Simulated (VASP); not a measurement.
The system is As.

```xyz
2
Lattice="1.8808 1.0859 3.5141 -1.8808 1.0859 3.5141 0.0000 -2.1718 3.5141" Properties=species:S:1:pos:R:3 pbc="T T T"
As    0.0000    0.0000    8.1597
As    0.0000    0.0000    2.3825
```

| Quantity | Value |
| --- | --- |
| Program | VASP 6.6.1 |
| Task | relaxation of cell and atoms |
| Functional | PBE |
| Potentials or basis | VASP PAW PBE potentials, release 64 (As) |
| Cutoff | 300 eV |
| k mesh | 6 × 6 × 6 |
| Occupations | methfessel-paxton, width 0.1 eV |
| Spin | no spin polarisation |

At the start: pressure 3.9 GPa; volume 21.53 Å³/atom.

Q: Where does the relaxation end?

A: Over 7 steps the energy falls by 13.0 meV/atom and the volume is 22.51 Å³/atom (+4.5 %); space group R-3m (No. 166, to 0.05 Å).

Step by step:
```
step  energy change (eV)  largest force (eV/Å)  pressure (GPa)  volume (Å³)
   1              0.0000                0.3874            3.92        43.06
   2             -0.0097                0.3681           -2.56        46.42
   3             -0.0258                0.0552            0.07        44.88
   4             -0.0258                0.0470            0.13        44.85
   5             -0.0260                0.0121            0.09        44.92
   6             -0.0261                0.0052            0.07        44.95
   7             -0.0261                0.0066           -0.04        45.02
```

Final structure:
```cif
data_structure
_symmetry_space_group_name_H-M 'P 1'
_symmetry_Int_Tables_number 1
_cell_length_a 4.1802
_cell_length_b 4.1802
_cell_length_c 4.1802
_cell_angle_alpha 54.489
_cell_angle_beta 54.489
_cell_angle_gamma 54.489
_cell_volume 45.02
loop_
_atom_site_label
_atom_site_type_symbol
_atom_site_fract_x
_atom_site_fract_y
_atom_site_fract_z
_atom_site_occupancy
As1 As 0.77333 0.77333 0.77333 1
As2 As 0.22667 0.22667 0.22667 1
```
